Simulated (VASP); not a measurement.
All values below come from PBEsol GGA, VASP's PBE PAW potentials (set 64) (plane waves; VASP).

VASP ran on this input.

### POSCAR
```
AuZn
1
    2.9847921134     0.0000000000     0.0000000000
    0.0000000000     2.9847921134     0.0000000000
    0.0000000000     0.0000000000     2.9847921134
Zn Au
1 1
Direct
  0.5000000000   0.5000000000   0.5000000000
  0.0000000000   0.0000000000   0.0000000000
```

INCAR:
```
SYSTEM = AuZn
PREC = Accurate
ENCUT = 500
EDIFF = 1E-6
NELM = 100
ALGO = Normal
LREAL = .FALSE.
LASPH = .TRUE.
ISMEAR = 1
SIGMA = 0.1
GGA = PS
LMAXMIX = 6
LWAVE = .FALSE.
LCHARG = .FALSE.
IBRION = 2
ISIF = 3
NSW = 40
EDIFFG = -0.02
PSTRESS = 450
```

### KPOINTS
```
kpoints
0
Gamma
 12 12 12
0 0 0
```

POTCAR, in this order: Zn Au (PBE.64 set). Program: vasp_std.

Energy and stress use the plane-wave basis of the starting cell. Unless said otherwise, spin-orbit coupling is left out, though it shifts the bands of the heavy elements here.

Q: Predict the energy per atom (σ→0), volume per atom, band gap (on the k-mesh).

A: 
```yaml
energy per atom (σ→0): -2.674 eV/atom
band gap (on the k-mesh): none (metal, semimetal or under 0.01 eV)
volume_per_atom: 12.69 Å³/atom
```

### OSZICAR
```
...
       N       E                     dE             d eps       ncg     rms          rms(c)
DAV:   1    -0.535033435844E+01    0.13300E-01   -0.16783E-02  2639   0.275E+00    0.231E-01
DAV:   2    -0.534929135227E+01    0.10430E-02   -0.29827E-03  2982   0.162E+00    0.935E-02
DAV:   3    -0.534920387514E+01    0.87477E-04   -0.22256E-04  2597   0.197E-01    0.549E-02
DAV:   4    -0.534918934802E+01    0.14527E-04   -0.96998E-06  3472   0.128E-01    0.312E-02
DAV:   5    -0.534918213024E+01    0.72178E-05   -0.71990E-06  3515   0.614E-02    0.230E-03
DAV:   6    -0.534918206857E+01    0.61671E-07   -0.10173E-06  1302   0.140E-02
   4 F= 0.17815802E+01 E0= 0.17818135E+01  d E =-.598886E-01
```

The compound is AuZn in the CsCl type structure. This run relaxes it under an external pressure of 45 GPa. Symmetry was kept, so distortions that lower it aren't found. The electron count is odd and the run is not spin-polarised, which forces a metal.
